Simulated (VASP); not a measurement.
Output of a VASP run:

File OSZICAR:
```
       N       E                     dE             d eps       ncg     rms          rms(c)
DAV:   1     0.257532436097E+03    0.25753E+03   -0.17244E+04   440   0.147E+03
DAV:   2     0.123786851237E+02   -0.24515E+03   -0.24039E+03   488   0.350E+02
DAV:   3    -0.171424862496E+01   -0.14093E+02   -0.14041E+02   518   0.822E+01
DAV:   4    -0.185162191003E+01   -0.13737E+00   -0.13732E+00   500   0.813E+00
DAV:   5    -0.185281638001E+01   -0.11945E-02   -0.11944E-02   530   0.703E-01    0.801E+00
DAV:   6    -0.105592163770E+01    0.79689E+00   -0.18540E+00   524   0.125E+01    0.630E+00
DAV:   7    -0.102651826108E+01    0.29403E-01   -0.56663E-01   494   0.408E+00    0.261E+00
DAV:   8    -0.102516106450E+01    0.13572E-02   -0.53313E-02   476   0.249E+00    0.324E-01
DAV:   9    -0.102472951077E+01    0.43155E-03   -0.85218E-03   506   0.111E+00    0.938E-02
DAV:  10    -0.102479881028E+01   -0.69300E-04   -0.74075E-04   482   0.318E-01    0.669E-02
DAV:  11    -0.102486241252E+01   -0.63602E-04   -0.19944E-04   446   0.106E-01    0.217E-02
DAV:  12    -0.102483587628E+01    0.26536E-04   -0.10468E-04   522   0.949E-02    0.541E-03
DAV:  13    -0.102483667621E+01   -0.79993E-06   -0.12136E-05   494   0.198E-02    0.523E-03
DAV:  14    -0.102483656984E+01    0.10637E-06   -0.32077E-07   298   0.292E-03
   1 F= -.10248366E+01 E0= -.10248366E+01  d E =-.102484E+01
```

**OUTCAR**
```
------------------------ aborting loop because EDIFF is reached ----------------------------------------
  FORCE on cell =-STRESS in cart. coord.  units (eV):
  Direction    XX          YY          ZZ          XY          YZ          ZX
  --------------------------------------------------------------------------------------
  Total       -0.0230365     -0.0230365      0.0435514      0.0000000      0.0000000      0.0000000
  in kB       -0.3117231     -0.3117231      0.5893262      0.0000000      0.0000000      0.0000000
  external PRESSURE =      -0.0113733 kB  Pullay stress =       0.0000000 kB
  volume of cell :      118.40
      direct lattice vectors                 reciprocal lattice vectors
     2.188609502 -3.790782607  0.000000000     0.228455556 -0.131898885  0.000000000
     2.188609502  3.790782607  0.000000000     0.228455556  0.131898885  0.000000000
     0.000000000  0.000000000  7.135593140     0.000000000  0.000000000  0.140142519
  FREE ENERGIE OF THE ION-ELECTRON SYSTEM (eV)
  ---------------------------------------------------
  free  energy   TOTEN  =        -1.0248365698 eV

  energy  without entropy=       -1.0248365698  energy(sigma->0) =       -1.02483657

 reached required accuracy - stopping structural energy minimisation
```
(Selected blocks of OUTCAR.)

File POSCAR:
```
CdSe
1
    2.1886095024    -3.7907826069     0.0000000000
    2.1886095024     3.7907826069     0.0000000000
    0.0000000000     0.0000000000     7.1355931400
Cd Se
2 2
Direct
  0.6666670000   0.3333330000   0.5000584384
  0.3333330000   0.6666670000   0.0000584384
  0.6666670000   0.3333330000   0.8759415616
  0.3333330000   0.6666670000   0.3759415616
```

**Question.** Reconstruct the remaining input files.

**Answer.** Several could match; the one computed here: the input of the run itself, optB88-vdW, plane waves, VASP's PBE PAW potentials (set 64).

### INCAR
```
AGGAC = 0.0
ALGO = Normal
EDIFF = 1E-6
EDIFFG = -0.02
ENCUT = 520
GGA = BO
IBRION = 2
ISIF = 3
ISMEAR = 0
LASPH = T
LCHARG = F
LMAXMIX = 4
LREAL = F
LUSE_VDW = T
LWAVE = F
NELM = 100
NSW = 60
PARAM1 = 0.1833333333
PARAM2 = 0.22
PREC = Accurate
SIGMA = 0.05
SYSTEM = CdSe
```

**KPOINTS**
```
kpoints
0
gamma
  5 5 3
0 0 0
```

POTCAR, in this order: Cd Se (PBE.64 set). Program: vasp_std.

The compound is CdSe in the wurtzite structure. It was relaxed first, which changed the volume by +5 %. The start is the result of an earlier pass.
